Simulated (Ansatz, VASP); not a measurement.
# Se (Selenium): VASP beside Ansatz, part 2 of 2

Aim: how closely do two programs agree when they are given the same cell, functional and k mesh? The cell is taken from a series of runs on this material, whose earlier steps may have relaxed, scaled, displaced or heated it; both programs get it as it stands.

VASP 6.6.1 and Ansatz 0.2.0.

So far: The structure; VASP: zone-centre phonons, LDA.

**2. VASP: zone-centre phonons, LDA (continued)**

Level of this step: LDA; plane waves and PAW (Se) (VASP).

Parts of OUTCAR (step 2):

```text
ion  position               nearest neighbor table
   1  0.257  0.000  0.333-   3 2.44   2 2.44
   2  0.000  0.257  0.667-   3 2.44   1 2.44
   3  0.743  0.743  0.000-   1 2.44   2 2.44

  LATTYP: Found a hexagonal cell.
 ALAT       =     3.9418075034
 C/A-ratio  =     1.2983309838

 Subroutine GETGRP returns: Found  6 space group operations
 (whereof  2 operations were pure point group operations)

The static configuration has the point symmetry C_2 .
 The point group associated with its full space group is D_3 .

 Found     34 irreducible k-points:

   k-points           NKPTS =     34   k-points in BZ     NKDIM =     34   number of bands    NBANDS=     15

   dimension x,y,z NGX =    30 NGY =   30 NGZ =   40
   dimension x,y,z NGXF=    60 NGYF=   60 NGZF=   80

   ENCUT  =  500.0 eV  36.75 Ry    6.06 a.u.   7.19  7.19  9.33*2*pi/ulx,y,z

   NELECT =      18.0000    total number of electrons

 k-points in reciprocal lattice and weights: Automatic mesh
   0.00000000  0.00000000  0.00000000       0.005
   0.16666667  0.00000000  0.00000000       0.028
   0.33333333  0.00000000  0.00000000       0.028
   0.50000000  0.00000000  0.00000000       0.014
   0.16666667  0.16666667  0.00000000       0.028
   0.33333333  0.16666667  0.00000000       0.056
   0.33333333  0.33333333  0.00000000       0.009
   0.00000000  0.00000000  0.16666667       0.009
   0.16666667  0.00000000  0.16666667       0.028
[...]
0.33333333  0.16666667  0.50000000       0.056
   0.33333333  0.33333333  0.50000000       0.009

 average (electrostatic) potential at core
       1 -60.7294       2 -60.7294       3 -60.7294

  Total        0.0853271      0.0853271      0.1353916      0.0000000      0.0000000     -0.0000000
  in kB        1.9851589      1.9851589      3.1499237      0.0000000      0.0000000     -0.0000000
  external PRESSURE =       2.3734138 kB  Pullay stress =       0.0000000 kB

  energy-cutoff  :      500.00
  volume of cell :       68.87
      direct lattice vectors                 reciprocal lattice vectors
     3.941807503  0.000000000  0.000000000     0.253690724  0.146468408  0.000000000
    -1.970903752  3.413705435  0.000000000     0.000000000  0.292936816  0.000000000
     0.000000000  0.000000000  5.117770814     0.000000000  0.000000000  0.195397574

 POSITION                                       TOTAL-FORCE (eV/Angst)
 -----------------------------------------------------------------------------------
      1.01123      0.00000      1.70592         0.017518     -0.000000      0.000000
     -0.50561      0.87575      3.41185        -0.008759      0.015171     -0.000000
      1.46529      2.53796      0.00000        -0.008759     -0.015171      0.000000
 -----------------------------------------------------------------------------------
    total drift:                               -0.000000     -0.000000      0.000000

 MACROSCOPIC STATIC DIELECTRIC TENSOR (including local field effects in DFT)
 ------------------------------------------------------
         123.162864     0.000000     0.000000
           0.000000   123.162864    -0.000000
           0.000000     0.000000    38.969568
 ------------------------------------------------------

 PIEZOELECTRIC TENSOR (including local field effects)  for field in x, y, z        (C/m^2)
          XX          YY          ZZ          XY          YZ          ZX
  --------------------------------------------------------------------------------
  x    -1.05813     1.05813    -0.00000     0.00000     0.79351     0.00000
  y    -0.00000     0.00000     0.00000     1.05813    -0.00000    -0.79351
  z     0.00000     0.00000     0.00000    -0.00000     0.00000     0.00000

 BORN EFFECTIVE CHARGES (including local field effects) (in |e|, cummulative output)
 ---------------------------------------------------------------------------------
 ion    1
    1     2.13933     0.00000     0.00000
    2     0.00000    -2.13933     1.59963
    3     0.00000     2.06857     0.00000
 ion    2
    1    -1.06966    -1.85271    -1.38532
    2    -1.85271     1.06966    -0.79982
    3    -1.79143    -1.03428     0.00000
 ion    3
    1    -1.06966     1.85271     1.38532
    2     1.85271     1.06966    -0.79982
    3     1.79143    -1.03428     0.00000

 Eigenvectors and eigenvalues of the dynamical matrix
 ----------------------------------------------------

   1 f  =    5.962352 THz    37.462562 2PiTHz  198.882652 cm-1    24.658295 meV
             X         Y         Z           dx          dy          dz
      1.011226  0.000000  1.705924     0.060598   -0.107892   -0.695208
     -0.505613  0.875748  3.411847    -0.123735    0.001369    0.686065
      1.465291  2.537958  0.000000     0.063054    0.106376    0.009143

   2 f  =    5.962352 THz    37.462562 2PiTHz  198.882652 cm-1    24.658295 meV
             X         Y         Z           dx          dy          dz
      1.011226  0.000000  1.705924    -0.107794   -0.060653   -0.390821
     -0.505613  0.875748  3.411847     0.001467    0.123680   -0.406657
      1.465291  2.537958  0.000000     0.106474   -0.063110    0.797478

   3 f  =    5.284082 THz    33.200866 2PiTHz  176.258003 cm-1    21.853197 meV
             X         Y         Z           dx          dy          dz
      1.011226  0.000000  1.705924    -0.577350   -0.000000   -0.000000
     -0.505613  0.875748  3.411847     0.288675   -0.500000   -0.000000
      1.465291  2.537958  0.000000     0.288675    0.500000    0.000000

   4 f  =    4.068434 THz    25.562724 2PiTHz  135.708345 cm-1    16.825683 meV
             X         Y         Z           dx          dy          dz
      1.011226  0.000000  1.705924     0.351526   -0.441024    0.136782
     -0.505613  0.875748  3.411847    -0.557748   -0.084229   -0.162870
      1.465291  2.537958  0.000000     0.205883    0.524828    0.026088

   5 f  =    4.068434 THz    25.562724 2PiTHz  135.708345 cm-1    16.825683 meV
             X         Y         Z           dx          dy          dz
      1.011226  0.000000  1.705924     0.440741    0.351753   -0.109095
     -0.505613  0.875748  3.411847     0.083946   -0.557522   -0.063909
      1.465291  2.537958  0.000000    -0.525112    0.206109    0.173005

   6 f  =    4.039154 THz    25.378751 2PiTHz  134.731666 cm-1    16.704590 meV
             X         Y         Z           dx          dy          dz
      1.011226  0.000000  1.705924     0.000000   -0.577350    0.000075
     -0.505613  0.875748  3.411847     0.500000    0.288675    0.000075
      1.465291  2.537958  0.000000    -0.500000    0.288675    0.000075

   7 f/i=    0.000523 THz     0.003284 2PiTHz    0.017435 cm-1     0.002162 meV
             X         Y         Z           dx          dy          dz
      1.011226  0.000000  1.705924     0.000000   -0.000075   -0.577350
     -0.505613  0.875748  3.411847     0.000065    0.000037   -0.577350
      1.465291  2.537958  0.000000    -0.000065    0.000037   -0.577350

   8 f/i=    0.001405 THz     0.008826 2PiTHz    0.046858 cm-1     0.005810 meV
             X         Y         Z           dx          dy          dz
      1.011226  0.000000  1.705924    -0.049607   -0.575028    0.000023
     -0.505613  0.875748  3.411847    -0.049419   -0.575297   -0.000013
      1.465291  2.537958  0.000000    -0.049746   -0.575325   -0.000010

   9 f/i=    0.001405 THz     0.008826 2PiTHz    0.046858 cm-1     0.005810 meV
             X         Y         Z           dx          dy          dz
      1.011226  0.000000  1.705924    -0.575405    0.049575   -0.000002
     -0.505613  0.875748  3.411847    -0.575136    0.049762   -0.000019
      1.465291  2.537958  0.000000    -0.575108    0.049436    0.000021

 MACROSCOPIC STATIC DIELECTRIC TENSOR IONIC CONTRIBUTION
 ------------------------------------------------------
           8.303332    -0.000000    -0.000000
          -0.000000     8.303332    -0.000000
          -0.000000    -0.000000     6.399368
 ------------------------------------------------------

 ELASTIC MODULI CONTR FROM IONIC RELAXATION (kBar)
 Direction    XX          YY          ZZ          XY          YZ          ZX
 --------------------------------------------------------------------------------
 XX        -400.5991   -176.8825   -332.6355     -0.0000   -161.9690     -0.0000
 YY        -176.8825   -400.5991   -332.6355      0.0000    161.9690     -0.0000
 ZZ        -332.6355   -332.6355   -383.2032     -0.0000      0.0000     -0.0000
 XY          -0.0000      0.0000     -0.0000   -112.1336      0.0000   -158.5935
 YZ        -161.9690    161.9690      0.0000      0.0000   -275.9848      0.0000
 ZX          -0.0000     -0.0000     -0.0000   -158.5935      0.0000   -270.3491
 --------------------------------------------------------------------------------

 PIEZOELECTRIC TENSOR IONIC CONTR  for field in x, y, z        (C/m^2)
          XX          YY          ZZ          XY          YZ          ZX
  --------------------------------------------------------------------------------
  x    -0.61203     0.61203     0.00000    -0.00000    -0.47883    -0.00000
  y     0.00000    -0.00000     0.00000     0.61203     0.00000     0.44098
  z    -0.00000    -0.00000    -0.00000     0.03950     0.00000    -0.00000
```

With a direct gap this small, the dielectric response converges slowly with the mesh, so tensor and charges are uncertain; a mesh that holds the point of the least gap tends to give too large a tensor.

**3. Ansatz: zone-centre phonons, LDA**

Ansatz runs on norm-conserving files, of PseudoDojo where its log says so.

The same cell, functional (in two slightly different forms) and mesh now go to Ansatz, which takes its cutoff from its data sets.

input.yaml

```yaml
crystal:
  lattice:
    - [3.9418075034, 0.0, 0.0]
    - [-1.9709037517, 3.4137054348, 0.0]
    - [0.0, 0.0, 5.117770814]
  atoms:
    - { symbol: Se, position: [0.2565387338, 0.0, 0.3333333333] }
    - { symbol: Se, position: [0.0, 0.2565387338, 0.6666666667] }
    - { symbol: Se, position: [0.7434612662, 0.7434612662, 0.0] }
kpoints:
  mp_grid: { grid: [6, 6, 6] }
hamiltonian:
  xc: lda
  pseudopotentials: { kind: nc, accuracy: standard }
scf:
  occupations: { method: fixed }
output:
  eigenvalues: true
phonons:
  method: dfpt
  dielectric: true
  rigid_motions: translations
```

On the command line:

```sh
> ansatz run input.yaml --threads 4 --pin off --max-ram 8192MiB --backend cpu --events-out ev --progress --plain --runs-dir out
```

The program printed:

```text
Engine: ansatz 0.2.0, aarch64-unknown-linux-gnu
Pseudopotentials: kind: nc
Pseudopotential: Se, nc, valence charge 16, recommended cutoff 1170.089609 eV (normal), Se.nc.azcp (PseudoDojo's, or run here from an input of PseudoDojo's; its table is named by hamiltonian.pseudopotentials.accuracy)
Functional definition: SPW92
  exchange = slater_x
  correlation = pw_c
Crystal: 3 atoms, lattice volume = 68.866 Å³
Basis set: ecut = 1170.089609 eV, 6161 PW (Γ), exchange–correlation on 90×90×120 points (8 copies of the dense FFT grid, shifted against one another)
Bands: 29, of which v1, the nominal top of the filled ones, is band 24 counted from 1 (23 counted from 0)
Symmetry: 6 space group operations
k-points: 112 of 216 (irreducible under 1 space group operation, time reversal used)
Non-local potential: Se, projectors of the file, l = 0: 2, l = 1: 2, l = 2: 2
Initial density: superposition of atomic densities (chi_scale 0.1, normalization cell)
Initial wavefunctions: pseudopotential atomic-orbital guess
Functional: x = slater, c = lda
SCF iter   1: F=—  HF=-9892.614120 eV  |F-HF|=—  |Δ(HF+E_count)|=         —  Δρ=2.64e-2  dr2=2.84e-1  ethr=3.10e-3  ⟨swp⟩=4.8  Hψ=11615  notcnv=0  defer=321
preconditioner: auto → Resta (q_TF=auto, 2.569 Å⁻¹)  ε∞=4.3  [insulator: Δε(μ)=0.424 eV  Ē_g=10.516 eV  n_scr=22 (ndim 8)  ℏωp=19.0 eV  f_vac=0.008  ε∞_Penn≈4.3]
SCF iter   2: F=—  HF=-9892.549906 eV  |F-HF|=—  |Δ(HF+E_count)|=   6.42e-2  Δρ=1.37e-2  dr2=7.57e-2  ethr=5.91e-4  ⟨swp⟩=2.0  Hψ=4364  notcnv=0  defer=335
SCF iter   3: F=—  HF=-9892.532649 eV  |F-HF|=—  |Δ(HF+E_count)|=   1.73e-2  Δρ=1.50e-3  dr2=9.54e-4  ethr=1.58e-4  ⟨swp⟩=4.0  Hψ=5301  notcnv=0  defer=335
SCF iter   4: F=—  HF=-9892.532656 eV  |F-HF|=—  |Δ(HF+E_count)|=   7.60e-6  Δρ=3.15e-4  dr2=6.22e-5  ethr=1.99e-6  ⟨swp⟩=2.0  Hψ=5427  notcnv=0  defer=335
SCF iter   5: F=—  HF=-9892.532657 eV  |F-HF|=—  |Δ(HF+E_count)|=   3.74e-7  Δρ=7.02e-5  dr2=2.40e-6  ethr=1.30e-7  ⟨swp⟩=2.2  Hψ=5518  notcnv=0  defer=335
SCF iter   6: F=—  HF=-9892.532499 eV  |F-HF|=—  |Δ(HF+E_count)|=   1.58e-4  Δρ=1.39e-5  dr2=7.30e-8  ethr=5.00e-9  ⟨swp⟩=3.0  Hψ=6377  notcnv=0  defer=312
SCF iter   7: F=—  HF=-9892.532499 eV  |F-HF|=—  |Δ(HF+E_count)|=   6.71e-9  Δρ=2.22e-6  dr2=2.24e-9  ethr=1.52e-10  ⟨swp⟩=2.1  Hψ=5495  notcnv=0  defer=312
SCF iter   8: F=-9892.532499 eV  HF=-9892.532499 eV  |F-HF|=9.09e-12  |Δ(HF+E_count)|=  6.04e-10  Δρ=3.31e-7  dr2=4.45e-11  ethr=1.00e-12  ⟨swp⟩=15.6  Hψ=24737  notcnv=0
SCF 1 converged in 8 iterations: F = -9892.532499 eV  dr2 = 4.45e-11
NSCF: frozen V_eff on 6 k-points
DFPT response loops at Γ: preconditioner auto → Resta (q_TF=auto, 2.569 Å⁻¹)  ε∞=14.9 (no band partly filled); β = 1.00, the filter's whole step (`scf.mixing.beta` (0.50) is not read by the response loops at its default; to damp them type it under 1.00, their step now; it binds the ground state too); Broyden in place of MSR1
── the response to a field inside a basis, on 14×14×8 k-points: an SCF that follows is theirs, and a resumed run solves both again ──
Bands: 25, of which v1, the nominal top of the filled ones, is band 24 counted from 1 (23 counted from 0)
k-points: 420
Initial density: handed on by an earlier stage of this run
Initial wavefunctions: pseudopotential atomic-orbital guess (no wavefunctions were taken with the density)
Eigensolver: Dense (420 Hₖ)
SCF iter   1: F=—  HF=-9892.513718 eV  |F-HF|=—  |Δ(HF+E_count)|=         —  Δρ=2.71e-4  dr2=1.88e-5  ethr=1.00e-1
preconditioner: auto → Resta (q_TF=auto, 2.569 Å⁻¹)  ε∞=6.5  [insulator: Δε(μ)=0.262 eV  Ē_g=8.076 eV  n_scr=22 (ndim 8)  ℏωp=19.0 eV  f_vac=0.022  ε∞_Penn≈6.5]
SCF iter   2: F=—  HF=-9892.513714 eV  |F-HF|=—  |Δ(HF+E_count)|=   3.83e-6  Δρ=1.36e-4  dr2=4.16e-6  ethr=3.91e-8
SCF iter   3: F=-9892.513713 eV  HF=-9892.513713 eV  |F-HF|=4.25e-9  |Δ(HF+E_count)|=   7.54e-7  Δρ=1.46e-5  dr2=9.32e-8  ethr=8.67e-9
SCF 1 converged in 3 iterations: F = -9892.513713 eV  dr2 = 9.32e-8
DFPT response loops at Γ: preconditioner auto → Resta (q_TF=auto, 2.569 Å⁻¹)  ε∞=15.1 (no band partly filled); β = 1.00, the filter's whole step (`scf.mixing.beta` (0.50) is not read by the response loops at its default; to damp them type it under 1.00, their step now; it binds the ground state too); Broyden in place of MSR1
WARN: field response: ε∞ stands inside a basis, on 14×14×8 points; the force constants stand on the 6×6×6 k-mesh, whose period is 7.84 times the interband length at k = (0.3333, 0.3333, -0.5000), direct gap 0.272 eV, under 14: take them and everything formed from them as unconverged, and compare with a denser kpoints.mp_grid
SCF converged after 8 iterations
Free energy (F): -9892.532499 eV
Harris-Foulkes:  -9892.532499 eV  (|F-HF|=9.09e-12)
Internal energy: -9892.532499 eV  (E = F + TS)
E sigma→0 (E₀):  -9892.532499 eV
Fermi energy:    9.763915 eV
--- Per-component energies (eV) ---
  E_band       = -1108.884711
  E_kinetic    = 6395.872136
  E_local      = -7529.489400  (includes V_loc(G=0)·N_el)
  E_nonlocal   = -4159.625521
  E_hartree    = 2782.767998
  E_xc         = -1946.581173
  E_vxc        = -1381.178105  (∫ρ·V_xc dr)
  E_ewald      = -5435.476539
  E_smearing   = -0.000000  (= −TS)
  E_closure    = -0.000000  (closes the sum)
  Σ components = -9892.532499   (vs F -9892.532499, Δ=0.00e0)
--- Band table (eV; the first three rows and the last of 112) ---
  k-point 0: bands = [... 20 lower, 6.3322, 7.7755, 7.7755, 9.0336, 11.0658, 11.0658, 11.7316, 15.9757, ... 1 higher]
  k-point 1: bands = [... 20 lower, 6.6696, 7.7913, 7.9326, 8.9729, 10.8442, 10.8860, 11.4065, 15.7673, ... 1 higher]
  k-point 2: bands = [... 20 lower, 6.7430, 8.0412, 8.1433, 8.7737, 10.5035, 10.5954, 10.8185, 15.2641, ... 1 higher]
  k-point 111: bands = [... 20 lower, 5.3373, 6.9809, 7.4641, 9.5726, 10.8464, 12.1307, 12.7569, 15.5084, ... 1 higher]
--- Phonons (Γ-DFPT): 3 representative perturbations + reference, on 112 of 216 k-points (Σ response iterations 12) ---
  k mesh reduced under 1 symmetry operation, with k and −k counted as one. Each operation leaves every solved perturbation unchanged. A smaller set is not considered because the run solves the response to a homogeneous field
  ASR residual: 3.394e-4 → 0.000e0 eV/Å²; symmetrization residual: 7.395e-5 eV/Å²
  ASR residual per site (eV/Å²): 3.39e-4 3.04e-4 3.04e-4
  Γ frequencies (cm⁻¹): 0.00 0.00 0.00 133.85 134.54 134.54 174.50 198.54 198.54
  ε∞ (high-frequency dielectric tensor):
       27.347195     0.000000    -0.000000
        0.000000    27.347195     0.000000
       -0.000000     0.000000    41.139899
  ε⁰ (static dielectric tensor: ions relaxed, cell fixed):
       35.001490     0.000000    -0.000000
        0.000000    35.001490     0.000000
       -0.000000     0.000000    47.563012
  ε⁰ − ε∞ (ionic part):
        7.654295     0.000000    -0.000000
        0.000000     7.654295     0.000000
       -0.000000     0.000000     6.423112
  softest optical mode at Γ: 133.85 cm⁻¹; the repairs (sum rule, projections) moved no ω² at Γ by more than (1.88 cm⁻¹)²
  Born effective charges Z* (e; rows j = field, columns β = displacement):
    site 0:
         2.03425   -0.00000    0.00000
        -0.00000   -2.03425    1.52895
         0.00000    2.05902    0.00000
    site 1:
        -1.01713   -1.76172   -1.32411
        -1.76172    1.01713   -0.76447
        -1.78316   -1.02951    0.00000
    site 2:
        -1.01713    1.76172    1.32411
         1.76172    1.01713   -0.76447
         1.78316   -1.02951    0.00000
  Z* charge neutrality: 2.173e-2 e pre-enforcement
  solved inside a basis spanned on kpoints, on 14×14×8 k-points transformed towards the longest dipole: ε∞ is read to err by 2.4e-1, Z* by 4.2e-2 e (field_mesh: kpoints solves on kpoints); Z* is corrected for what the basis lacks
  optical modes at Γ without the LO–TO term, one row a degenerate level:
      ω (cm⁻¹)  modes    IR ((D/Å)²/amu)
        133.85      1             3.7157
        134.54      2             8.6449
        174.50      1             0.0000
        198.54      2             0.6575
  optical modes at Γ + LO–TO along q̂ = [1.0000, 0.0000, 0.0000]:
      ω (cm⁻¹)  modes    IR ((D/Å)²/amu)
        133.85      1             3.7157
        134.54      1             4.3225
[...]
optical modes at Γ + LO–TO along q̂ = [0.0000, 1.0000, 0.0000]:
      ω (cm⁻¹)  modes    IR ((D/Å)²/amu)
[...]
151.29      1             4.1079
        174.50      1             0.0000
        198.54      1             0.3288
        199.74      1             0.5433
  optical modes at Γ + LO–TO along q̂ = [0.0000, 0.0000, 1.0000]:
      ω (cm⁻¹)  modes    IR ((D/Å)²/amu)
        134.54      2             8.6449
        143.92      1             3.7157
        174.50      1             0.0000
        198.54      2             0.6575
```

Reading the cycles: dr2 is the Hartree energy of the density residual (eV), the measure of convergence; HF is the Harris–Foulkes estimate of the energy, which meets the free energy F at convergence.

**4. Side by side**

Known differences besides the potentials themselves: the two LDA forms differ slightly; fixed occupations in Ansatz, narrow Gaussian smearing in VASP; VASP's response is taken on the typed mesh, Ansatz refines its own for the field response alone; the data sets hold 48 valence electrons in Ansatz (on norm-conserving files, of PseudoDojo where its log says so) and 18 in VASP; the cutoff is 1170.09 eV in Ansatz and 500 eV in VASP; VASP's log shows a relativistic correction to its local exchange, Ansatz's none. Total energies have different zeros and are not compared.

The two programs side by side:

```csv
quantity,Ansatz,VASP,difference
optical mode 1 (cm⁻¹),133.8,134.7,-0.65 %
optical mode 2 to 3 (cm⁻¹),134.5,135.7,-0.86 %
optical mode 4 (cm⁻¹),174.5,176.3,-1.00 %
optical mode 5 to 6 (cm⁻¹),198.5,198.9,-0.17 %
```

Not compared: the dielectric constant (VASP's run gives none, or none that is converged on this mesh at a gap this small). Modes are paired by rising frequency, not by their patterns, so a pair may set unlike modes beside each other; they are those without the splitting of longitudinal modes.

**5. Results**

```
r.m.s. difference of the optical zone-centre modes, each program's sorted by frequency (zone-centre phonons, LDA) : 1.1 cm⁻¹
difference in optical mode 4 (zone-centre phonons, LDA)                                                           : -1.0 %
```

The r.m.s. difference of the optical zone-centre modes, each program's sorted by frequency is 1.1 cm⁻¹ (zone-centre phonons, LDA). The data sets hold unlike numbers of valence electrons (48 in Ansatz and 18 in VASP), so part of the differences comes from the potentials. Among the rows given in per cent, the largest difference of the zone-centre phonons, LDA pair is in optical mode 4, -1.0 %. Such differences can come from data sets, numerical settings and the points named under the comparisons, not from the functional's error against experiment.

[Lines on the potential files, build, host, timing and source positions are cut from VASP's logs without a mark.]

[Logs are printed without paths, hosts, clocks, repeated set-up lines and the standing remarks that a program may print on its own settings, such as how far it seeks lower states.]

[Hosts, paths, dates, database ids (printed as entryN), source tags and the programs' standing remarks are cut or masked in the printed files.]
